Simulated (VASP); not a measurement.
These are PBEsol GGA, VASP's PBE PAW potentials (set 64) (plane waves; VASP) values and carry that method's errors.

The input files of a VASP run:

INCAR:
```
ALGO  =  Normal   # blocked Davidson
PREC  =  Accurate
NELM  =  100
SYSTEM  =  ScZn3
EDIFF  =  1E-6   # SCF stop (eV)
LMAXMIX  =  4
LASPH  =  .True.   # aspherical one-centre terms
LCHARG  =  .False.
ENCUT  =  300
ISMEAR  =  -1   # Fermi-Dirac
ISIF  =  2
LREAL  =  .False.
SIGMA  =  0.05   # width (eV)
LWAVE  =  .False.
GGA  =  PS   # PBEsol
```

### KPOINTS
```
K-points
0
gamma
 5 5 5
```

### POSCAR
```
ScZn3
1
    5.8068450000     0.0000000000     0.0000000000
   -2.9034220000     5.0288750000     0.0000000000
    0.0000000000     0.0000000000     4.2897790000
Sc Zn
2 6
Direct
  0.3333330000   0.6666670000   0.7500000000
  0.6666670000   0.3333330000   0.2500000000
  0.8426650000   0.6853300000   0.7500000000
  0.1573350000   0.3146700000   0.2500000000
  0.1573350000   0.8426650000   0.2500000000
  0.8426650000   0.1573350000   0.7500000000
  0.3146700000   0.1573350000   0.7500000000
  0.6853300000   0.8426650000   0.2500000000
```

POTCAR, in this order: Sc_sv Zn (PBE.64 set). Program: vasp_std.

What VASP printed:

OUTCAR:
```
 ion  position               nearest neighbor table
   1  0.333  0.667  0.750-   5 2.78   5 2.78   4 2.78   4 2.78   8 2.78   8 2.78   7 2.90   3 2.90
                             6 2.90   6 2.90   7 2.90   3 2.90
   2  0.667  0.333  0.250-   6 2.78   6 2.78   3 2.78   3 2.78   7 2.78   7 2.78   8 2.90   4 2.90
                             5 2.90   5 2.90   8 2.90   4 2.90
   3  0.843  0.685  0.750-   8 2.67   8 2.67   5 2.67   5 2.67   6 2.74   7 2.74   2 2.78   2 2.78
                             1 2.90   1 2.90
   4  0.157  0.315  0.250-   7 2.67   7 2.67   6 2.67   6 2.67   5 2.74   8 2.74   1 2.78   1 2.78
                             2 2.90   2 2.90
   5  0.157  0.843  0.250-   7 2.67   7 2.67   3 2.67   3 2.67   4 2.74   8 2.74   1 2.78   1 2.78
                             2 2.90   2 2.90
   6  0.843  0.157  0.750-   8 2.67   8 2.67   4 2.67   4 2.67   3 2.74   7 2.74   2 2.78   2 2.78
                             1 2.90   1 2.90
   7  0.315  0.157  0.750-   4 2.67   4 2.67   5 2.67   5 2.67   6 2.74   3 2.74   2 2.78   2 2.78
                             1 2.90   1 2.90
   8  0.685  0.843  0.250-   3 2.67   3 2.67   6 2.67   6 2.67   5 2.74   4 2.74   1 2.78   1 2.78
                             2 2.90   2 2.90
  LATTYP: Found a hexagonal cell.
 ALAT       =     5.8068450000
 C/A-ratio  =     0.7387452222
 Subroutine PRICEL returns:
 Original cell was already a primitive cell.
 Subroutine GETGRP returns: Found 24 space group operations
The static configuration has the point symmetry D_3d.
 The point group associated with its full space group is D_6h.
The dynamic configuration has the point symmetry D_3d.
 Subroutine INISYM returns: Found 24 space group operations
 Subroutine IBZKPT returns following result:
 Found     15 irreducible k-points:

 Following reciprocal coordinates:
            Coordinates               Weight
  0.000000  0.000000  0.000000      1.000000
  0.200000 -0.000000  0.000000      6.000000
  0.400000 -0.000000  0.000000      6.000000
  0.200000  0.200000  0.000000      6.000000
  0.400000  0.200000  0.000000      6.000000
  0.000000  0.000000  0.200000      2.000000
  0.200000 -0.000000  0.200000     12.000000
  0.400000 -0.000000  0.200000     12.000000
  0.200000  0.200000  0.200000     12.000000
  0.400000  0.200000  0.200000     12.000000
  0.000000  0.000000  0.400000      2.000000
  0.200000 -0.000000  0.400000     12.000000
  0.400000 -0.000000  0.400000     12.000000
  0.200000  0.200000  0.400000     12.000000
  0.400000  0.200000  0.400000     12.000000
   k-points           NKPTS =     15   k-points in BZ     NKDIM =     15   number of bands    NBANDS=     56
   number of dos      NEDOS =    301   number of ions     NIONS =      8
   total plane-waves  NPLWV =  31104
   dimension x,y,z NGX =    36 NGY =   36 NGZ =   24
   dimension x,y,z NGXF=    72 NGYF=   72 NGZF=   48
   ions per type =               2   6
   PREC   = accura    normal or accurate (medium, high low for compatibility)
   ISTART =      0    job   : 0-new  1-cont  2-samecut
   ICHARG =      2    charge: 1-file 2-atom 10-const
   ISPIN  =      1    spin polarized calculation?
   LNONCOLLINEAR =      F non collinear calculations
   LSORBIT =      F    spin-orbit coupling
   INIWAV =      1    electr: 0-lowe 1-rand  2-diag
   ENCUT  =  300.0 eV  22.05 Ry    4.70 a.u.   8.20  8.20  6.06*2*pi/ulx,y,z
   NELM   =    100;   NELMIN=  2; NELMDL= -5     # of ELM steps
   EDIFF  = 0.1E-05   stopping-criterion for ELM
   LREAL  =      F    real-space projection
   NLSPLINE    = F    spline interpolate recip. space projectors
   LMAXMIX     =    4 max onsite mixed and CHGCAR
   VOSKOWN=      0    Vosko Wilk Nusair interpolation
   EDIFFG = 0.1E-04   stopping-criterion for IOM
   NSW    =      0    number of steps for IOM
   NBLOCK =      1;   KBLOCK =      1    inner block; outer block
   IBRION =     -1    ionic relax: 0-MD 1-quasi-New 2-CG
   NFREE  =      0    steps in history (QN), initial steepest desc. (CG)
   ISIF   =      2    stress and relaxation
   ISYM   =      2    0-nonsym 1-usesym 2-fastsym
   TEIN   =    0.0    initial temperature
...
```

### OSZICAR
```
       N       E                     dE             d eps       ncg     rms          rms(c)
DAV:   1     0.783392810370E+03    0.78339E+03   -0.32116E+04  1720   0.168E+03
DAV:   2     0.401158187826E+02   -0.74328E+03   -0.72980E+03  1712   0.523E+02
DAV:   3    -0.264341823014E+02   -0.66550E+02   -0.64585E+02  2096   0.171E+02
DAV:   4    -0.280811680480E+02   -0.16470E+01   -0.16270E+01  2152   0.259E+01
DAV:   5    -0.281194836064E+02   -0.38316E-01   -0.38282E-01  2112   0.413E+00    0.131E+01
DAV:   6    -0.254860633930E+02    0.26334E+01   -0.10129E+01  2144   0.313E+01    0.602E+00
DAV:   7    -0.253392430278E+02    0.14682E+00   -0.12291E+00  2296   0.742E+00    0.231E+00
DAV:   8    -0.253043328536E+02    0.34910E-01   -0.19429E-01  2136   0.357E+00    0.154E+00
DAV:   9    -0.252933120041E+02    0.11021E-01   -0.33990E-02  2304   0.162E+00    0.197E-01
DAV:  10    -0.252926869832E+02    0.62502E-03   -0.44715E-03  2160   0.392E-01    0.888E-02
DAV:  11    -0.252925538865E+02    0.13310E-03   -0.94429E-04  2104   0.231E-01    0.289E-02
DAV:  12    -0.252925492038E+02    0.46827E-05   -0.67203E-05  2088   0.668E-02    0.105E-02
DAV:  13    -0.252925490055E+02    0.19829E-06   -0.17069E-05  1920   0.368E-02    0.411E-03
DAV:  14    -0.252925493232E+02   -0.31773E-06   -0.10169E-06  1184   0.604E-03
   1 F= -.25292549E+02 E0= -.25277191E+02  d E =-.307165E-01
```

### OUTCAR
```
------------------------ aborting loop because EDIFF is reached ----------------------------------------
  FORCE on cell =-STRESS in cart. coord.  units (eV):
  Direction    XX          YY          ZZ          XY          YZ          ZX
  --------------------------------------------------------------------------------------
  Total        0.2633766      0.2633766      0.4612648      0.0000000     -0.0000000     -0.0000000
  in kB        3.3685407      3.3685403      5.8994954      0.0000003     -0.0000000     -0.0000000
  external PRESSURE =       4.2121921 kB  Pullay stress =       0.0000000 kB
  volume of cell :      125.27
      direct lattice vectors                 reciprocal lattice vectors
     5.806845000  0.000000000  0.000000000     0.172210555  0.099425799  0.000000000
    -2.903422000  5.028875000  0.000000000     0.000000000  0.198851632  0.000000000
     0.000000000  0.000000000  4.289779000     0.000000000  0.000000000  0.233112242
 POSITION                                       TOTAL-FORCE (eV/Angst)
 -----------------------------------------------------------------------------------
     -0.00000      3.35259      3.21733        -0.000000      0.000000      0.000000
      2.90343      1.67629      1.07244        -0.000000     -0.000000      0.000000
      2.90342      3.44644      3.21733        -0.000000     -0.024110     -0.000000
      0.00000      1.58244      1.07244         0.000000      0.024110      0.000000
     -1.53299      4.23766      1.07244         0.020880     -0.012055      0.000000
      4.43642      0.79122      3.21733        -0.020880      0.012055      0.000000
      1.37043      0.79122      3.21733         0.020880      0.012055      0.000000
      1.53299      4.23766      1.07244        -0.020880     -0.012055     -0.000000
 -----------------------------------------------------------------------------------
    total drift:                               -0.003622      0.002091     -0.001093
  FREE ENERGIE OF THE ION-ELECTRON SYSTEM (eV)
  ---------------------------------------------------
  free  energy   TOTEN  =       -25.2925493232 eV

  energy  without entropy=      -25.2618328402  energy(sigma->0) =      -25.27719108
```
(Selected blocks of OUTCAR.)

At this cut-off the stress carries a Pulay error, which pulls relaxed volumes low.

The structure comes from a computed database's ScZn3 entry (P6_3/mmc); how it stands against other phases isn't given here. The cell was not relaxed at this level. The run is one of a series of settings (GGA = PS, POTCAR Sc_sv Zn (PBE.64 set) against the base run), some of them coarse on purpose.
